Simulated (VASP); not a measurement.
Set up this calculation in VASP 6.6.1, as the native input.

```yaml
Task: relaxation of cell and atoms
Functional: PBE
Potentials_or_basis: VASP PAW PBE potentials, release 64 (Ni, Mo_sv, Pd, Ir, W_sv)
Cutoff: 520 eV
k_mesh: 6 × 6 × 6
Occupations: gaussian, width 0.1 eV
Spin: collinear spin, ferromagnetic start
Starting_moments: "[1.0, 1.0, 0.0, 0.6, 0.0] μB"
Further_INCAR_settings: ALGO = Normal; EDIFF = 1e-06; IBRION = 2; EDIFFG = -0.01; NSW = 90; ISIF = 3
```

The structure of NiMoIrPdW lies in POSCAR:

```
NiMoIrPdW
1.0
    5.1351885100      0.0000000000      0.0000000000
    0.0000000000      5.0640000000      0.0000000000
   -1.2071270600      0.0000000000      5.1448458000
Ni Mo Pd Ir W
1 1 1 1 1
Direct
    0.5000000000      0.0000000000      0.5000000000
    0.0000000000      0.0000000000      0.0000000000
    0.0000000000      0.5000000000      0.0000000000
    0.5000000000      0.5000000000      0.5000000000
    0.0000000000      0.5000000000      0.5000000000
```

The cell was built by a generator and needn't be a form met in nature.

The input as run:

INCAR

```
ALGO     = Normal         # electronic algorithm
EDIFF    = 1E-6           # SCF threshold, eV
EDIFFG   = -0.01          # ionic threshold
ENCUT    = 520            # plane-wave cutoff, eV
GGA      = PE             # functional
IBRION   = 2              # ionic algorithm
ISIF     = 3              # what is computed and relaxed
ISMEAR   = 0              # smearing method
ISPIN    = 2              # spin polarisation
KPAR     = 4            
LASPH    = T              # aspherical terms in the spheres
LCHARG   = F              # write CHGCAR
LMAXMIX  = 4              # l up to which the mixer works
LORBIT   = 11             # projections on sites
LREAL    = F              # projectors in reciprocal space
LWAVE    = F              # write WAVECAR
MAGMOM   = 1 1 0 0.6 0    # initial moments
NELM     = 120            # most SCF steps
NSW      = 90             # ionic steps
PREC     = Accurate       # precision mode
SIGMA    = 0.1            # smearing width, eV
```

KPOINTS

```
k-points
0
Gamma
  6 6 6
```

Potentials or basis: VASP PAW PBE potentials, release 64 (Ni, Mo_sv, Pd, Ir, W_sv).

Run with:

```bash
$ cat potpaw_PBE.64/Ni/POTCAR potpaw_PBE.64/Mo_sv/POTCAR potpaw_PBE.64/Pd/POTCAR potpaw_PBE.64/Ir/POTCAR potpaw_PBE.64/W_sv/POTCAR > POTCAR
$ mpirun -np 4 vasp_std > vasp.out
```

Results of the run:

```yaml
Relaxed_volume: 21.11 Å³/atom
Relaxed_cell: a = 4.802 Å, b = 4.854 Å, c = 5.059 Å, α = 90.00°, β = 116.50°, γ = 90.00°
Space_group_after_relaxing_to_0.05_Å: P2/m (No. 10)
Energy_gained_by_relaxing: 417.1 meV/atom
Ionic_steps: 16
Pressure_after_relaxing: 0.0 GPa
Band_gap_on_the_k_mesh: none (metal or under the smearing width)
Net_moment: 0.00 μB per cell
Valence_electrons_inside_the_program's_atomic_spheres: Ni 9.15; Mo 12.17; Pd 9.91; Ir 8.50; W 11.89
```

Caveat: the volume moved by over 15 % at a fixed basis, so the end points are rough.

Wall time 30 min on 4 MPI ranks on Intel(R) Xeon(R) 6975P-C (Granite Rapids), with other jobs on the host, peak memory 0.82 GiB a rank.
